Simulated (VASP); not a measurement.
Here is the system:

```xyz
2
Lattice="0.0000 3.1518 3.1518 3.1518 0.0000 3.1518 3.1518 3.1518 0.0000" Properties=species:S:1:pos:R:3 pbc="T T T"
Ba     0.0000     0.0000     0.0000
S      3.1518     3.1518     3.1518
```

Calculation: G0W0 on PBE orbitals, VASP's PBE PAW potentials (set 64) (plane waves; VASP 6.6.1). Numerical set-up: PREC = Normal, 500 eV cut-off, 4×4×4 Γ-centred mesh, Gaussian smearing of 0.010 eV, potentials Ba_sv_GW S_GW.

The mesh is coarse and the basis finite, so the quasiparticle values are not converged.

NBANDS = 160, ENCUTGW = 200 eV, NOMEGA = 64. The PBE levels (eV) that the step starts from are:

```
state                           KS energy  filling
------------------------------  ---------  -------
k1 (0.00, 0.00, 0.00), band 5       -7.05        2
k1 (0.00, 0.00, 0.00), band 6        3.29        2
k1 (0.00, 0.00, 0.00), band 7        3.29        2
k1 (0.00, 0.00, 0.00), band 8        3.29        2
k1 (0.00, 0.00, 0.00), band 9        7.19        0
k1 (0.00, 0.00, 0.00), band 10       7.26        0
k1 (0.00, 0.00, 0.00), band 11       7.26        0
k1 (0.00, 0.00, 0.00), band 12       7.26        0
k2 (0.25, 0.00, 0.00), band 5       -6.12        2
k2 (0.25, 0.00, 0.00), band 6        2.15        2
k2 (0.25, 0.00, 0.00), band 7        2.67        2
k2 (0.25, 0.00, 0.00), band 8        2.67        2
k2 (0.25, 0.00, 0.00), band 9        7.44        0
k2 (0.25, 0.00, 0.00), band 10       8.14        0
k2 (0.25, 0.00, 0.00), band 11       8.14        0
k2 (0.25, 0.00, 0.00), band 12       9.00        0
```

Give the quasiparticle energies and renormalisation factors Z.

```
state                           QP energy (eV)     Z
------------------------------  --------------  ----
k1 (0.00, 0.00, 0.00), band 5            -7.89  0.70
k1 (0.00, 0.00, 0.00), band 6             2.41  0.75
k1 (0.00, 0.00, 0.00), band 7             2.41  0.75
k1 (0.00, 0.00, 0.00), band 8             2.41  0.75
k1 (0.00, 0.00, 0.00), band 9             7.47  0.80
k1 (0.00, 0.00, 0.00), band 10            7.80  0.79
k1 (0.00, 0.00, 0.00), band 11            7.80  0.79
k1 (0.00, 0.00, 0.00), band 12            7.80  0.79
k2 (0.25, 0.00, 0.00), band 5            -7.09  0.73
k2 (0.25, 0.00, 0.00), band 6             1.19  0.74
k2 (0.25, 0.00, 0.00), band 7             1.76  0.74
k2 (0.25, 0.00, 0.00), band 8             1.76  0.74
k2 (0.25, 0.00, 0.00), band 9             7.93  0.79
k2 (0.25, 0.00, 0.00), band 10            8.76  0.78
k2 (0.25, 0.00, 0.00), band 11            8.76  0.78
k2 (0.25, 0.00, 0.00), band 12            9.37  0.77
```
On the mesh the gap opens from 2.14 to 3.34 eV.

The compound is BaS in the rock salt structure. This cell is one point of a volume scan, at 0.96 of the reference volume. The k-mesh is coarse (spacing up to 0.43 per Å, 2π included), so the numbers may not be converged in it.
